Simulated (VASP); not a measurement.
Given:

```
SrTe
1.0
    0.00000     3.36179     3.36179
    3.36179     0.00000     3.36179
    3.36179     3.36179     0.00000
Sr Te
1 1
Direct
  0.00000   0.00000   0.00000
  0.50000   0.50000   0.50000
```

Method: PBE GGA, VASP's PBE PAW potentials (set 64) (plane waves; VASP). Numerical set-up: 480 eV cut-off, 6×6×6 Γ-centred mesh, Gaussian smearing of 0.050 eV, potentials Sr_sv Te.

Unless said otherwise, spin-orbit coupling is left out, though it shifts the bands of the heavy elements here.

Task: Estimate the energy per atom (σ→0), band gap (on the k-mesh) with the smallest direct gap where there is one.

Result: 
```
Item                                          Value
-----------------------------------  --------------
band gap (on the k-mesh)                    1.77 eV
smallest direct gap (on the k-mesh)         2.49 eV
energy per atom (σ→0)                -4.134 eV/atom
```

Only differences to runs with the same potentials and settings are physical.

The compound is SrTe in the rock salt structure. It was relaxed first.
